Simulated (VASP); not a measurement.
Level of theory: PBEsol GGA with spin-orbit coupling, VASP's PBE PAW potentials (set 64) (plane waves; VASP 6.6.1).

The input files of a VASP run:

**INCAR**
```
# general
SYSTEM     = Rh
PREC       = Accurate
ENCUT      = 400   # plane-wave cut-off (eV)
LREAL      = F
LASPH      = T

# electronic loop
EDIFF      = 1E-6   # SCF stop (eV)
NELM       = 100   # most electronic steps
ALGO       = Normal   # blocked Davidson
LMAXMIX    = 4

# smearing
ISMEAR     = 0   # Gaussian
SIGMA      = 0.05

# functional
GGA        = PS   # PBEsol
GGA_COMPAT = F

# spin
MAGMOM     = 6*0
LSORBIT    = T

# output
LWAVE      = F
LCHARG     = F
```

### KPOINTS_OPT
```
k-points along high-symmetry lines
5
Line-mode
Reciprocal
  0.000000   0.000000   0.000000 ! GAMMA
  0.500000   0.000000   0.000000 ! M

  0.500000   0.000000   0.000000 ! M
  0.333333   0.333333   0.000000 ! K

  0.333333   0.333333   0.000000 ! K
  0.000000   0.000000   0.000000 ! GAMMA

  0.000000   0.000000   0.000000 ! GAMMA
  0.000000   0.000000   0.500000 ! A

  0.000000   0.000000   0.500000 ! A
  0.500000   0.000000   0.500000 ! L

  0.500000   0.000000   0.500000 ! L
  0.333333   0.333333   0.500000 ! H

  0.333333   0.333333   0.500000 ! H
  0.000000   0.000000   0.500000 ! A

  0.500000   0.000000   0.500000 ! L
  0.500000   0.000000   0.000000 ! M

  0.333333   0.333333   0.500000 ! H
  0.333333   0.333333   0.000000 ! K
```

KPOINTS:
```
Automatic mesh
0
gamma
14 14 8
```

### POSCAR
```
Rh
1
    2.6806189121    -0.0000000025     0.0000000000
   -1.3403089604     2.3214839412    -0.0000000000
    0.0000000000     0.0000000000     4.3364508631
Rh
2
Direct
  0.3333330000   0.6666670000   0.2500000000
  0.6666670000   0.3333330000   0.7500000000
```

POTCAR, in this order: Rh_pv (PBE.64 set). Program: vasp_ncl.

The resulting files:

**OUTCAR**
```
 ion  position               nearest neighbor table
   1  0.333  0.667  0.250-   2 2.66   2 2.66   2 2.66   2 2.66   2 2.66   2 2.66
   2  0.667  0.333  0.750-   1 2.66   1 2.66   1 2.66   1 2.66   1 2.66   1 2.66
  LATTYP: Found a hexagonal cell.
 ALAT       =     2.6806189121
 C/A-ratio  =     1.6177050917
 Subroutine PRICEL returns:
 Original cell was already a primitive cell.
 Subroutine GETGRP returns: Found 24 space group operations
The static configuration has the point symmetry D_3d.
 The point group associated with its full space group is D_6h.
The dynamic configuration has the point symmetry D_3d.
The overall configuration has the point symmetry D_3d.
 Subroutine INISYM returns: Found 24 space group operations
 Subroutine IBZKPT returns following result:
 Found    120 irreducible k-points:

 Following reciprocal coordinates:
            Coordinates               Weight
  0.000000  0.000000  0.000000      1.000000
  0.071429  0.000000  0.000000      6.000000
  0.142857  0.000000  0.000000      6.000000
  0.214286  0.000000  0.000000      6.000000
  0.285714  0.000000  0.000000      6.000000
  0.357143  0.000000  0.000000      6.000000
  0.428571  0.000000  0.000000      6.000000
  0.500000  0.000000  0.000000      3.000000
  0.071429  0.071429  0.000000      6.000000
  0.142857  0.071429  0.000000     12.000000
  0.214286  0.071429  0.000000     12.000000
  0.285714  0.071429  0.000000     12.000000
  0.357143  0.071429  0.000000     12.000000
  0.428571  0.071429  0.000000     12.000000
  0.142857  0.142857  0.000000      6.000000
  0.214286  0.142857  0.000000     12.000000
  0.285714  0.142857  0.000000     12.000000
  0.357143  0.142857  0.000000     12.000000
  0.428571  0.142857  0.000000      6.000000
  0.214286  0.214286  0.000000      6.000000
  0.285714  0.214286  0.000000     12.000000
  0.357143  0.214286  0.000000     12.000000
  0.285714  0.285714  0.000000      6.000000
  0.357143  0.285714  0.000000      6.000000
  0.000000  0.000000  0.125000      2.000000
  0.071429  0.000000  0.125000     12.000000
  0.142857  0.000000  0.125000     12.000000
  0.214286  0.000000  0.125000     12.000000
  0.285714  0.000000  0.125000     12.000000
  0.357143  0.000000  0.125000     12.000000
  0.428571  0.000000  0.125000     12.000000
  0.500000  0.000000  0.125000      6.000000
  0.071429  0.071429  0.125000     12.000000
  0.142857  0.071429  0.125000     24.000000
  0.214286  0.071429  0.125000     24.000000
  0.285714  0.071429  0.125000     24.000000
  0.357143  0.071429  0.125000     24.000000
  0.428571  0.071429  0.125000     24.000000
  0.142857  0.142857  0.125000     12.000000
  0.214286  0.142857  0.125000     24.000000
   k-points           NKPTS =    120   k-points in BZ     NKDIM =    120   number of bands    NBANDS=     38
   number of dos      NEDOS =    301   number of ions     NIONS =      2
   total plane-waves  NPLWV =   9072
   dimension x,y,z NGX =    18 NGY =   18 NGZ =   28
   dimension x,y,z NGXF=    36 NGYF=   36 NGZF=   56
   ions per type =               2
   PREC   = accura    normal or accurate (medium, high low for compatibility)
   ISTART =      0    job   : 0-new  1-cont  2-samecut
   ICHARG =      2    charge: 1-file 2-atom 10-const
   ISPIN  =      1    spin polarized calculation?
   LNONCOLLINEAR =      T non collinear calculations
   LSORBIT =      T    spin-orbit coupling
   INIWAV =      1    electr: 0-lowe 1-rand  2-diag
   ENCUT  =  400.0 eV  29.40 Ry    5.42 a.u.   4.37  4.37  7.07*2*pi/ulx,y,z
   NELM   =    100;   NELMIN=  2; NELMDL= -5     # of ELM steps
   EDIFF  = 0.1E-05   stopping-criterion for ELM
...
```

OSZICAR:
```
       N       E                     dE             d eps       ncg     rms          rms(c)
DAV:   1     0.337823643475E+03    0.33782E+03   -0.16182E+04  9352   0.155E+03
DAV:   2    -0.698548400663E+01   -0.34481E+03   -0.33429E+03  9670   0.515E+02
DAV:   3    -0.176349309530E+02   -0.10649E+02   -0.10430E+02  9994   0.101E+02
DAV:   4    -0.177277114324E+02   -0.92780E-01   -0.92719E-01 10028   0.954E+00
DAV:   5    -0.177293152463E+02   -0.16038E-02   -0.16038E-02  9994   0.124E+00    0.167E+01
DAV:   6    -0.165547890546E+02    0.11745E+01   -0.35753E+00  9810   0.201E+01    0.550E+00
DAV:   7    -0.165101348953E+02    0.44654E-01   -0.93797E-02 10110   0.264E+00    0.246E+00
DAV:   8    -0.165022732996E+02    0.78616E-02   -0.37730E-03  9782   0.771E-01    0.110E+00
DAV:   9    -0.165014154663E+02    0.85783E-03   -0.14010E-03 10006   0.480E-01    0.160E-01
DAV:  10    -0.165013172764E+02    0.98190E-04   -0.72940E-05  9756   0.115E-01    0.270E-02
DAV:  11    -0.165013216248E+02   -0.43484E-05   -0.21144E-06  8496   0.171E-02    0.196E-03
DAV:  12    -0.165013215859E+02    0.38874E-07   -0.13072E-07  5274   0.431E-03
   1 F= -.16501322E+02 E0= -.16499402E+02  d E =-.383871E-02  mag=    -0.0000     0.0000    -0.0000
       N       E                     dE             ncg
```

### OUTCAR
```
------------------------ aborting loop because EDIFF is reached ----------------------------------------
  FORCE on cell =-STRESS in cart. coord.  units (eV):
  Direction    XX          YY          ZZ          XY          YZ          ZX
  --------------------------------------------------------------------------------------
  Total        0.0484956      0.0484956      0.0563782      0.0000000      0.0000000      0.0000000
  in kB        2.8792415      2.8792412      3.3472392      0.0000006      0.0000000      0.0000000
  external PRESSURE =       3.0352406 kB  Pullay stress =       0.0000000 kB
  volume of cell :       26.99
      direct lattice vectors                 reciprocal lattice vectors
     2.680618912 -0.000000003  0.000000000     0.373048178  0.215379399  0.000000000
    -1.340308960  2.321483941  0.000000000     0.000000000  0.430758957  0.000000000
     0.000000000  0.000000000  4.336450863     0.000000000  0.000000000  0.230603328
 POSITION                                       TOTAL-FORCE (eV/Angst)
 -----------------------------------------------------------------------------------
     -0.00000      1.54766      1.08411         0.000000     -0.000000      0.000000
      1.34031      0.77383      3.25234         0.000000      0.000000      0.000000
 -----------------------------------------------------------------------------------
    total drift:                                0.000000     -0.000000     -0.000000
  FREE ENERGIE OF THE ION-ELECTRON SYSTEM (eV)
  ---------------------------------------------------
  free  energy   TOTEN  =       -16.5013215859 eV

  energy  without entropy=      -16.4974828798  energy(sigma->0) =      -16.49940223

 Ion:    1  E_soc:     -0.3080412

 Ion:    2  E_soc:     -0.3080412
```
(Selected blocks of OUTCAR.)

The structure was generated: Rh was put into the hcp type (P6_3/mmc), which need not be its known phase. It was relaxed first.
